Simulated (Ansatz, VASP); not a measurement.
# Cu (Copper): VASP beside Ansatz, part 2 of 2

One calculation is typed for both programs; each brings its own data sets and cutoff. How far apart do they land? The cell is taken from a series of VASP runs on this material, whose earlier steps may have relaxed, scaled or displaced it; both programs get it as it stands.

VASP 6.6.1 and Ansatz 0.2.0.

So far: Set-up; Ansatz: relaxation of cell and atoms, r2SCAN with rVV10.

## 3. VASP: relaxation of cell and atoms, r2SCAN with rVV10

Level of this step: r2SCAN with rVV10; plane waves and PAW (Cu) (VASP).

The same cell, functional, mesh and smearing now go to VASP, with its own data sets and cutoff.

Lines of VASP's logs that name or quote its potential files are left out, and so is its time.

Input file INCAR:

```
SYSTEM = Cu
PREC = Accurate
ENCUT = 450
EDIFF = 1E-06
NELM = 100
ISMEAR = 1
SIGMA = 0.15
LREAL = .FALSE.
ALGO = Normal
METAGGA = R2SCAN
LUSE_VDW = .TRUE.
IVDW_NL = 2
BPARAM = 11.95
CPARAM = 0.0093
LASPH = .TRUE.
NBANDS = 11
LORBIT = 11
LWAVE = .FALSE.
LCHARG = .FALSE.
KPAR = 4
IBRION = 2
NSW = 50
ISIF = 3
EDIFFG = -0.006
```

Input file POSCAR:

```
Cu
1.0
    0.0000000000      1.7832292259      1.7832292259
    1.7832292259      0.0000000000      1.7832292259
    1.7832292259      1.7832292259      0.0000000000
Cu
1
Direct
    0.0000000000      0.0000000000      0.0000000000
```

Input file KPOINTS:

```
Automatic mesh
0
Gamma
22 22 22
0 0 0
```

PAW data sets: Cu (PBE family, release 64).

Started as:

```bash
mpirun -np 4 vasp_std
```

Numbers of over 12 decimals in the logs are rounded to 6 here.

What it wrote:

```text
[banner, memory and clock lines left out]
running    4 mpi-ranks, on    1 nodes
 distrk:  each k-point on    1 cores,    4 groups
 distr:  one band on    1 cores,    1 groups

 POSCAR found type information on POSCAR Cu
 POSCAR found :  1 types and       1 ions
|                                                                             |
|               ----> ADVICE to this user running VASP <----                  |
|                                                                             |
|     You have switched on vdW-DFT.                                           |
|     This routine was written and supplied by Jiri Klimes. We recommend      |
|     that you carefully read and cite the following publications:            |
|       J. Klimes, D.R. Bowler, A. Michelides                                 |
|          J. Phys.: Cond Matt. 22 022201 (2010)                              |
|       J. Klimes, D.R. Bowler, A. Michelides                                 |
|          Phys. Rev. B. 83, 195131 (2011)                                    |
|     and references therein.                                                 |
|                                                                             |

|                                                                             |
|               ----> ADVICE to this user running VASP <----                  |
|                                                                             |
|     You enforced a specific xc type in the INCAR file but a different       |
|     [... a line on the potential file left out ...]
|     I HOPE YOU KNOW WHAT YOU ARE DOING!                                     |
|                                                                             |

 LDA part: xc-table for (None), standard interpolation
 POSCAR, INCAR and KPOINTS ok, starting setup
 FFT: planning ... GRIDC
 FFT: planning ... GRID_SOFT
 FFT: planning ... GRID
 WAVECAR not read
 entering main loop
       N       E                     dE             d eps       ncg     rms          rms(c)
Total rVV10 correction in eV:      0.3059812    11.9254001
Total rVV10 correction in eV:      0.3059812    11.9254001
Total rVV10 correction in eV:      0.3059812    11.9254001
Total rVV10 correction in eV:      0.3059812    11.9254001
DAV:   1     0.310422319209E+02    0.31042E+02   -0.51299E+03  7892   0.155E+03
DAV:   2    -0.120599927176E+02   -0.43102E+02   -0.40183E+02  7377   0.199E+02
DAV:   3    -0.131087729215E+02   -0.10488E+01   -0.10431E+01  8241   0.392E+01
DAV:   4    -0.131164748890E+02   -0.77020E-02   -0.77009E-02  8021   0.292E+00
DAV:   5    -0.131165754977E+02   -0.10061E-03   -0.10061E-03  8191   0.333E-01    0.800E+00
Total rVV10 correction in eV:      0.2847557    11.9254002
Total rVV10 correction in eV:      0.2847557    11.9254002
Total rVV10 correction in eV:      0.2847557    11.9254002
Total rVV10 correction in eV:      0.2847557    11.9254002
DAV:   6    -0.111034021312E+02    0.20132E+01   -0.21213E+01  8412   0.966E+01    0.492E+00
Total rVV10 correction in eV:      0.2915111    11.9254003
Total rVV10 correction in eV:      0.2915111    11.9254003
Total rVV10 correction in eV:      0.2915111    11.9254003
Total rVV10 correction in eV:      0.2915111    11.9254003
DAV:   7    -0.105330972391E+02    0.57030E+00   -0.34445E+00  8422   0.361E+01    0.445E-01
Total rVV10 correction in eV:      0.2895021    11.9254003
Total rVV10 correction in eV:      0.2895021    11.9254003
Total rVV10 correction in eV:      0.2895021    11.9254003
Total rVV10 correction in eV:      0.2895021    11.9254003
DAV:   8    -0.105488559158E+02   -0.15759E-01   -0.10287E-01  8304   0.701E+00    0.737E-01
Total rVV10 correction in eV:      0.2883001    11.9254002
Total rVV10 correction in eV:      0.2883001    11.9254002
Total rVV10 correction in eV:      0.2883001    11.9254002
Total rVV10 correction in eV:      0.2883001    11.9254002
DAV:   9    -0.105374692685E+02    0.11387E-01   -0.71267E-02  8376   0.523E+00    0.253E-02
Total rVV10 correction in eV:      0.2883550    11.9254003
Total rVV10 correction in eV:      0.2883550    11.9254003
Total rVV10 correction in eV:      0.2883550    11.9254003
Total rVV10 correction in eV:      0.2883550    11.9254003
DAV:  10    -0.105378815835E+02   -0.41232E-03   -0.33812E-04  7966   0.254E-01    0.213E-02
Total rVV10 correction in eV:      0.2883527    11.9254003
Total rVV10 correction in eV:      0.2883527    11.9254003
Total rVV10 correction in eV:      0.2883527    11.9254003
Total rVV10 correction in eV:      0.2883527    11.9254003
DAV:  11    -0.105379103401E+02   -0.28757E-04   -0.53838E-05  8657   0.136E-01    0.321E-02
Total rVV10 correction in eV:      0.2884408    11.9254003
Total rVV10 correction in eV:      0.2884408    11.9254003
Total rVV10 correction in eV:      0.2884408    11.9254003
Total rVV10 correction in eV:      0.2884408    11.9254003
DAV:  12    -0.105379043129E+02    0.60272E-05   -0.12881E-04  8355   0.224E-01    0.418E-03
Total rVV10 correction in eV:      0.2884391    11.9254003
Total rVV10 correction in eV:      0.2884391    11.9254003
Total rVV10 correction in eV:      0.2884391    11.9254003
Total rVV10 correction in eV:      0.2884391    11.9254003
DAV:  13    -0.105379048559E+02   -0.54303E-06   -0.69204E-07  5955   0.100E-02
Total rVV10 correction in eV:      0.2884188    11.9254003
[...]
1 F= -.10537905E+02 E0= -.10537966E+02  d E =-.105379E+02
 curvature:   0.00 expect dE= 0.000E+00 dE for cont linesearch  0.000E+00
 trial: gam= 0.00000 g(F)=  0.117E-63 g(S)=  0.335E-03 ort = 0.000E+00 (trialstep = 0.100E+01)
 search vector abs. value=  0.335E-03
 bond charge predicted
       N       E                     dE             d eps       ncg     rms          rms(c)
Total rVV10 correction in eV:      0.2884034    11.9254003
Total rVV10 correction in eV:      0.2884034    11.9254003
Total rVV10 correction in eV:      0.2884034    11.9254003
Total rVV10 correction in eV:      0.2884034    11.9254003
DAV:   1    -0.105491521328E+02   -0.11248E-01   -0.19678E-01  8596   0.997E+00    0.877E-01
Total rVV10 correction in eV:      0.2867953    11.9253999
Total rVV10 correction in eV:      0.2867953    11.9253999
Total rVV10 correction in eV:      0.2867953    11.9253999
Total rVV10 correction in eV:      0.2867953    11.9253999
DAV:   2    -0.105409859512E+02    0.81662E-02   -0.15280E-01  8383   0.763E+00    0.323E-01
Total rVV10 correction in eV:      0.2874731    11.9253999
Total rVV10 correction in eV:      0.2874731    11.9253999
Total rVV10 correction in eV:      0.2874731    11.9253999
Total rVV10 correction in eV:      0.2874731    11.9253999
DAV:   3    -0.105379066311E+02    0.30793E-02   -0.23930E-02  8521   0.303E+00    0.132E-01
Total rVV10 correction in eV:      0.2874627    11.9253999
Total rVV10 correction in eV:      0.2874627    11.9253999
Total rVV10 correction in eV:      0.2874627    11.9253999
Total rVV10 correction in eV:      0.2874627    11.9253999
DAV:   4    -0.105377391466E+02    0.16748E-03   -0.11302E-03  8391   0.403E-01    0.260E-02
Total rVV10 correction in eV:      0.2875120    11.9253999
Total rVV10 correction in eV:      0.2875120    11.9253999
Total rVV10 correction in eV:      0.2875120    11.9253999
Total rVV10 correction in eV:      0.2875120    11.9253999
DAV:   5    -0.105377330481E+02    0.60985E-05   -0.62863E-05  8212   0.157E-01    0.693E-03
Total rVV10 correction in eV:      0.2875309    11.9253999
Total rVV10 correction in eV:      0.2875309    11.9253999
Total rVV10 correction in eV:      0.2875309    11.9253999
Total rVV10 correction in eV:      0.2875309    11.9253999
DAV:   6    -0.105377316866E+02    0.13616E-05   -0.10892E-06  6044   0.204E-02    0.178E-03
Total rVV10 correction in eV:      0.2875394    11.9253999
Total rVV10 correction in eV:      0.2875394    11.9253999
Total rVV10 correction in eV:      0.2875394    11.9253999
Total rVV10 correction in eV:      0.2875394    11.9253999
DAV:   7    -0.105377312444E+02    0.44217E-06   -0.27437E-07  3824   0.932E-03
Total rVV10 correction in eV:      0.2875376    11.9253999
Total rVV10 correction in eV:      0.2875376    11.9253999
Total rVV10 correction in eV:      0.2875376    11.9253999
Total rVV10 correction in eV:      0.2875376    11.9253999
Total rVV10 correction in eV:      0.2875381    11.9253999
Total rVV10 correction in eV:      0.2875381    11.9253999
Total rVV10 correction in eV:      0.2875381    11.9253999
Total rVV10 correction in eV:      0.2875381    11.9253999
   2 F= -.10537731E+02 E0= -.10537793E+02  d E =0.173612E-03
 trial-energy change:    0.000174  1 .order    0.000052   -0.000335    0.000438
 step:   0.2539(harm=  0.4331)  dis= 0.00000  next Energy=   -10.537945 (dE=-0.405E-04)
 bond charge predicted
       N       E                     dE             d eps       ncg     rms          rms(c)
Total rVV10 correction in eV:      0.2875605    11.9253999
Total rVV10 correction in eV:      0.2875605    11.9253999
Total rVV10 correction in eV:      0.2875605    11.9253999
Total rVV10 correction in eV:      0.2875605    11.9253999
DAV:   1    -0.105441972885E+02   -0.64656E-02   -0.11057E-01  8587   0.757E+00    0.648E-01
Total rVV10 correction in eV:      0.2887445    11.9254002
Total rVV10 correction in eV:      0.2887445    11.9254002
Total rVV10 correction in eV:      0.2887445    11.9254002
Total rVV10 correction in eV:      0.2887445    11.9254002
DAV:   2    -0.105397908167E+02    0.44065E-02   -0.82271E-02  8377   0.558E+00    0.234E-01
Total rVV10 correction in eV:      0.2882467    11.9254002
Total rVV10 correction in eV:      0.2882467    11.9254002
Total rVV10 correction in eV:      0.2882467    11.9254002
Total rVV10 correction in eV:      0.2882467    11.9254002
DAV:   3    -0.105380536934E+02    0.17371E-02   -0.12998E-02  8491   0.223E+00    0.100E-01
Total rVV10 correction in eV:      0.2882650    11.9254002
Total rVV10 correction in eV:      0.2882650    11.9254002
Total rVV10 correction in eV:      0.2882650    11.9254002
Total rVV10 correction in eV:      0.2882650    11.9254002
DAV:   4    -0.105379272603E+02    0.12643E-03   -0.69779E-04  8482   0.330E-01    0.215E-02
Total rVV10 correction in eV:      0.2882251    11.9254002
Total rVV10 correction in eV:      0.2882251    11.9254002
Total rVV10 correction in eV:      0.2882251    11.9254002
Total rVV10 correction in eV:      0.2882251    11.9254002
DAV:   5    -0.105379158488E+02    0.11412E-04   -0.44599E-05  8147   0.132E-01    0.537E-03
Total rVV10 correction in eV:      0.2882114    11.9254002
Total rVV10 correction in eV:      0.2882114    11.9254002
Total rVV10 correction in eV:      0.2882114    11.9254002
Total rVV10 correction in eV:      0.2882114    11.9254002
DAV:   6    -0.105379169988E+02   -0.11500E-05   -0.63833E-07  4881   0.160E-02    0.159E-03
Total rVV10 correction in eV:      0.2882041    11.9254002
Total rVV10 correction in eV:      0.2882041    11.9254002
Total rVV10 correction in eV:      0.2882041    11.9254002
Total rVV10 correction in eV:      0.2882041    11.9254002
DAV:   7    -0.105379173718E+02   -0.37301E-06   -0.22372E-07  3731   0.806E-03
Total rVV10 correction in eV:      0.2882055    11.9254002
Total rVV10 correction in eV:      0.2882055    11.9254002
Total rVV10 correction in eV:      0.2882055    11.9254002
Total rVV10 correction in eV:      0.2882055    11.9254002
Total rVV10 correction in eV:      0.2882052    11.9254002
Total rVV10 correction in eV:      0.2882052    11.9254002
Total rVV10 correction in eV:      0.2882052    11.9254002
Total rVV10 correction in eV:      0.2882052    11.9254002
   3 F= -.10537917E+02 E0= -.10537979E+02  d E =-.125159E-04
 curvature:  -0.19 expect dE=-0.420E-08 dE for cont linesearch -0.420E-08
 trial: gam= 0.00000 g(F)=  0.751E-62 g(S)=  0.215E-07 ort =-0.269E-05 (trialstep = 0.851E+00)
 search vector abs. value=  0.216E-07
 reached required accuracy - stopping structural energy minimisation
```

OUTCAR, selected parts (step 3):

```text
ion  position               nearest neighbor table
   1  0.000  0.000  0.000-

  LATTYP: Found a face centered cubic cell.
 ALAT       =     3.5664584518

 Subroutine GETGRP returns: Found 48 space group operations
 (whereof 48 operations were pure point group operations)

The static configuration has the point symmetry O_h .

 Found    328 irreducible k-points:

   k-points           NKPTS =    328   k-points in BZ     NKDIM =    328   number of bands    NBANDS=     11

   dimension x,y,z NGX =    18 NGY =   18 NGZ =   18
   dimension x,y,z NGXF=    36 NGYF=   36 NGZF=   36

   ENCUT  =  450.0 eV  33.07 Ry    5.75 a.u.   4.36  4.36  4.36*2*pi/ulx,y,z

   NELECT =      11.0000    total number of electrons

 k-points in reciprocal lattice and weights: Automatic mesh
   0.00000000  0.00000000  0.00000000       0.000
   0.04545455  0.00000000  0.00000000       0.001
   0.09090909  0.00000000  0.00000000       0.001
   0.13636364  0.00000000  0.00000000       0.001
   0.18181818  0.00000000  0.00000000       0.001
   0.22727273  0.00000000  0.00000000       0.001
   0.27272727  0.00000000  0.00000000       0.001
   0.31818182  0.00000000  0.00000000       0.001
   0.36363636  0.00000000  0.00000000       0.001
[...]
-0.27272727  0.45454545  0.22727273       0.002
  -0.27272727  0.50000000  0.22727273       0.001

 average (electrostatic) potential at core
       1 -68.8740

 E-fermi :   7.9049

 k-point     1 :       0.0000    0.0000    0.0000
  band No.  band energies     occupation
    ...
      2       4.6465      2.00000
      3       4.6466      2.00000
      4       4.6466      2.00000
      5       5.5202      2.00000
      6       5.5202      2.00000
      7      31.6363      0.00000
      8      35.0043      0.00000
      9      35.0043      0.00000
     10      35.0045      0.00000
     11      37.4308      0.00000

 k-point     2 :       0.0455    0.0000    0.0000
  band No.  band energies     occupation
    ...
      2       4.6285      2.00000
      3       4.6623      2.00000
      4       4.6624      2.00000
      5       5.5137      2.00000
      6       5.5137      2.00000
      7      31.2768      0.00000
      8      33.7425      0.00000
      9      34.7119      0.00000
     10      34.7121      0.00000
     11      37.8337      0.00000

 k-point     3 :       0.0909    0.0000    0.0000
  band No.  band energies     occupation
    ...
      2       4.5775      2.00000
      3       4.7052      2.00000
      4       4.7053      2.00000
      5       5.4984      2.00000
      6       5.4984      2.00000
      7      29.6972      0.00000
      8      32.7594      0.00000
      9      34.1360      0.00000
     10      34.1361      0.00000
     11      38.7157      0.00000

  Total        0.0003858      0.0003858      0.0003858     -0.0000000      0.0000000     -0.0000000
  in kB        0.0545948      0.0545948      0.0545948     -0.0000000      0.0000000     -0.0000000
  external PRESSURE =       0.0545948 kB  Pullay stress =       0.0000000 kB

  energy-cutoff  :      450.00
  volume of cell :       11.32
      direct lattice vectors                 reciprocal lattice vectors
    -0.000000000  1.782178720  1.782178720    -0.280555477  0.280555477  0.280555477
     1.782178720 -0.000000000  1.782178720     0.280555477 -0.280555477  0.280555477
     1.782178720  1.782178720 -0.000000000     0.280555477  0.280555477 -0.280555477

 POSITION                                       TOTAL-FORCE (eV/Angst)
 -----------------------------------------------------------------------------------
      0.00000      0.00000      0.00000         0.000000      0.000000     -0.000000
 -----------------------------------------------------------------------------------
    total drift:                                0.000000     -0.000000      0.000000

  FREE ENERGIE OF THE ION-ELECTRON SYSTEM (eV)
  ---------------------------------------------------
  free  energy   TOTEN  =       -10.5379173718 eV

  energy  without entropy=      -10.5381010456  energy(sigma->0) =      -10.53797860

 reached required accuracy - stopping structural energy minimisation

 total charge
# of ion       s       p       d       tot
------------------------------------------
    1        0.472   0.432   9.194  10.098

[... 3 further parts left out ...]
```

## 4. Side by side

Known differences besides the potentials themselves: VASP keeps PBE cores, Ansatz makes them for the functional; both relaxations stop at a tolerance, which leaves soft axes loose, and VASP keeps its plane-wave basis; the data sets hold 19 valence electrons in Ansatz (default PAW (the set named soft_2) files) and 11 in VASP; the cutoff is 500 eV in Ansatz and 450 eV in VASP; Ansatz adds a Pulay correction to the stress that steers its cell, VASP none. Total energies have different zeros and are not compared.

Compared:

| quantity | Ansatz | VASP | difference |
| --- | --- | --- | --- |
| volume (Å³) | 11.29 | 11.32 | -0.26 % |
| edge a after relaxation, in the typed setting (Å) | 2.518 | 2.520 | -0.09 % |

The walks stopped with 0.00 GPa left in Ansatz and 0.01 GPa in VASP; each walk ends within a tolerance, so the volume difference is uncertain by about these residues over the bulk modulus, most in soft cells.

## 5. Results

```
difference in volume (relaxation of cell and atoms, r2SCAN with rVV10) : -0.26 %
```

**Reading.** The difference in volume is -0.26 % (relaxation of cell and atoms, r2SCAN with rVV10), within the 1.2 % picked in this series as the mark of a large difference, as far as the stopping tolerances let one tell. Such differences can come from data sets, numerical settings and the points named under the comparisons, not from the functional's error against experiment.

[Lines on the potential files, build, host, timing and source positions are cut from VASP's logs without a mark.]

[Logs are printed without paths, hosts, clocks, repeated set-up lines and the standing remarks that a program may print on its own settings, such as how far it seeks lower states.]

[Hosts, paths, dates, database ids (printed as entryN), source tags and the programs' standing remarks are cut or masked in the printed files.]
